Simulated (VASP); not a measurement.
NaH (rock salt): the cohesive energy from VASP (plane waves, PAW) at several levels of theory. Atoms are spin-polarised in a large box without symmetry, with the spin fixed by Hund's rule, and may not be in the lowest state of each functional; no zero-point energy is added.

| level | cohesive energy (eV/atom) |
|---|---|
| LDA | 2.16 |
| PBE | 1.87 |
| PBEsol | 1.95 |
| RPBE | 1.80 |
| r2SCAN | 2.00 |
| HSE06 | 1.88 |

The cell of the LDA run:

```cif
data_H4Na4
_chemical_formula_sum 'Na4 H4'
_space_group_name_H-M_alt 'Fm-3m'
_space_group_IT_number 225
_space_group_name_Hall '-F 4 2 3'
_cell_length_a 4.69175
_cell_length_b 4.69175
_cell_length_c 4.69175
_cell_angle_alpha 90.000
_cell_angle_beta 90.000
_cell_angle_gamma 90.000
loop_
_atom_site_label
_atom_site_type_symbol
_atom_site_symmetry_multiplicity
_atom_site_Wyckoff_symbol
_atom_site_fract_x
_atom_site_fract_y
_atom_site_fract_z
_atom_site_occupancy
Na1 Na 4 a 0.00000 0.00000 0.00000 1
H1 H 4 b 0.50000 0.50000 0.50000 1
```
(The calculation used a cell of 2 atoms; values per cell refer to that cell.)

Only levels that ran to the end are used. Left out are those held back, those with too coarse a band path, GW runs whose mesh misses a band edge, hybrids' fits of cells that aren't cubic and levels without matching references; a question may draw on a part of the rest.
